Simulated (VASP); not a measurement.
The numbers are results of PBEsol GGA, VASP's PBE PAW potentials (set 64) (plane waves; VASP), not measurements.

VASP ran on this input.

### KPOINTS
```
Automatic mesh
0
Gamma
11 11 6
0 0 0
```

File POSCAR:
```
Ho
1.0
  1.7739990783  -3.0726565892   0.0000000000
  1.7739990783   3.0726565892   0.0000000000
  0.0000000000   0.0000000000   5.4474511488
Ho
2
Cartesian
  1.7739990783   1.0242209115   1.3618627872
  1.7739990783  -1.0242209115   4.0855883616
```

### INCAR
```
ALGO=Normal
EDIFF=1E-6
EDIFFG=-0.01
ENCUT=520
GGA=PS
IBRION=2
ISIF=3
ISMEAR=1
LASPH=.True.
LCHARG=.False.
LMAXMIX=6
LREAL=.False.
LWAVE=.False.
NELM=100
NSW=60
PREC=Accurate
SIGMA=0.1
SYSTEM=Ho
```

POTCAR, in this order: Ho_3 (PBE.64 set). Program: vasp_std.

What VASP printed:

OUTCAR:
```
 ion  position               nearest neighbor table
   1  0.333  0.667  0.250-   2 3.41   2 3.41   2 3.41   2 3.41   2 3.41   2 3.41
   2  0.667  0.333  0.750-   1 3.41   1 3.41   1 3.41   1 3.41   1 3.41   1 3.41
  LATTYP: Found a hexagonal cell.
 ALAT       =     3.5479982025
 C/A-ratio  =     1.5353590498
 Subroutine PRICEL returns:
 Original cell was already a primitive cell.
 Subroutine GETGRP returns: Found 24 space group operations
The static configuration has the point symmetry D_3d.
 The point group associated with its full space group is D_6h.
The dynamic configuration has the point symmetry D_3d.
 Subroutine INISYM returns: Found 24 space group operations
 Subroutine IBZKPT returns following result:
 Found     64 irreducible k-points:

 Following reciprocal coordinates:
            Coordinates               Weight
  0.000000  0.000000  0.000000      1.000000
  0.090909  0.000000  0.000000      6.000000
  0.181818 -0.000000  0.000000      6.000000
  0.272727  0.000000  0.000000      6.000000
  0.363636  0.000000  0.000000      6.000000
  0.454545  0.000000  0.000000      6.000000
  0.090909  0.090909  0.000000      6.000000
...
```

OSZICAR:
```
       N       E                     dE             d eps       ncg     rms          rms(c)
DAV:   1     0.882759771517E+02    0.88276E+02   -0.82619E+03  1872   0.130E+03
DAV:   2    -0.457719150632E+01   -0.92853E+02   -0.91127E+02  2404   0.552E+02
DAV:   3    -0.961631613768E+01   -0.50391E+01   -0.47568E+01  2709   0.973E+01
DAV:   4    -0.988299140638E+01   -0.26668E+00   -0.25632E+00  2869   0.140E+01
DAV:   5    -0.989029828640E+01   -0.73069E-02   -0.73031E-02  2732   0.234E+00    0.250E+01
DAV:   6    -0.988341221677E+01    0.68861E-02   -0.28544E-02  2801   0.225E+00    0.149E+01
DAV:   7    -0.988925424693E+01   -0.58420E-02   -0.48432E-02  2663   0.305E+00    0.330E-01
DAV:   8    -0.988886799671E+01    0.38625E-03   -0.29528E-03  2385   0.607E-01    0.634E-02
DAV:   9    -0.988887853215E+01   -0.10535E-04   -0.22901E-04  2811   0.192E-01    0.325E-02
DAV:  10    -0.988887356286E+01    0.49693E-05   -0.20825E-05  2814   0.486E-02    0.335E-02
DAV:  11    -0.988887373328E+01   -0.17042E-06   -0.83504E-07  1497   0.113E-02
   1 F= -.98888737E+01 E0= -.98901547E+01  d E =-.988887E+01
```

### OUTCAR
```
------------------------ aborting loop because EDIFF is reached ----------------------------------------
  FORCE on cell =-STRESS in cart. coord.  units (eV):
  Direction    XX          YY          ZZ          XY          YZ          ZX
  --------------------------------------------------------------------------------------
  Total       -0.0165197     -0.0165197      0.0146729      0.0000000      0.0000000      0.0000000
  in kB       -0.4456782     -0.4456782      0.3958544      0.0000000      0.0000000      0.0000000
  external PRESSURE =      -0.1651673 kB  Pullay stress =       0.0000000 kB
  volume of cell :       59.39
      direct lattice vectors                 reciprocal lattice vectors
     1.773999078 -3.072656589  0.000000000     0.281849075 -0.162725637  0.000000000
     1.773999078  3.072656589  0.000000000     0.281849075  0.162725637  0.000000000
     0.000000000  0.000000000  5.447451149     0.000000000  0.000000000  0.183572091
 POSITION                                       TOTAL-FORCE (eV/Angst)
 -----------------------------------------------------------------------------------
      1.77400      1.02422      1.36186         0.000000     -0.000000      0.000000
      1.77400     -1.02422      4.08559        -0.000000      0.000000      0.000000
 -----------------------------------------------------------------------------------
    total drift:                                0.000000      0.000087     -0.000011
  FREE ENERGIE OF THE ION-ELECTRON SYSTEM (eV)
  ---------------------------------------------------
  free  energy   TOTEN  =        -9.8888737333 eV

  energy  without entropy=       -9.8927167194  energy(sigma->0) =       -9.89015473

 reached required accuracy - stopping structural energy minimisation
```
(Selected blocks of OUTCAR.)

The 4f electrons are frozen in the core of the lanthanide potential, so 4f levels, which can set the real gap, and their magnetism are missing.

The compound is Ho in the hcp structure. It was relaxed first. The start is the result of an earlier pass.
